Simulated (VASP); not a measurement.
A run of VASP 6.6.1 is set up as follows.

The input INCAR:

```
SYSTEM = ScF3
  PREC = Accurate
  ENCUT = 600
  EDIFF = 1E-6
  ISMEAR = 0
  SIGMA = 0.02
  LREAL = .False.
  LASPH = .True.
  NELM = 100
  ALGO = Normal
  ISIF = 3
  LWAVE = .False.
  LCHARG = .False.
  GGA = CA
  IBRION = 2
  NSW = 100
  EDIFFG = -0.002
```

KPOINTS

```
regular mesh
0
Gamma
  6 6 6
  0 0 0
```

POSCAR

```
ScF3
1.0
    4.0124500000      0.0000000000      0.0000000000
    0.0000000000      4.0124500000      0.0000000000
    0.0000000000      0.0000000000      4.0124500000
Sc F
1 3
Direct
    0.0000000000      0.0000000000      0.0000000000
    0.5000000000      0.0000000000      0.0000000000
    0.0000000000      0.5000000000      0.0000000000
    0.0000000000      0.0000000000      0.5000000000
```

Potentials or basis: VASP PAW LDA potentials, release 64 (Sc_sv, F).

The run is started by

```bash
$ cat potpaw_LDA.64/Sc_sv/POTCAR potpaw_LDA.64/F/POTCAR > POTCAR
$ mpirun -np 1 vasp_std > vasp.out
```

(1) Estimate the space group after relaxing (to 0.05 Å).

(2) Predict the relaxed volume.

(3) Predict the band gap on the k mesh.

(4) Estimate the relaxed cell.

## Answers

(1) Pm-3m (No. 221).

(2) 15.77 Å³/atom.

(3) 6.31 eV, indirect (least direct gap 6.84 eV).

(4) a = 3.980 Å, b = 3.980 Å, c = 3.980 Å, α = 90.00°, β = 90.00°, γ = 90.00°.
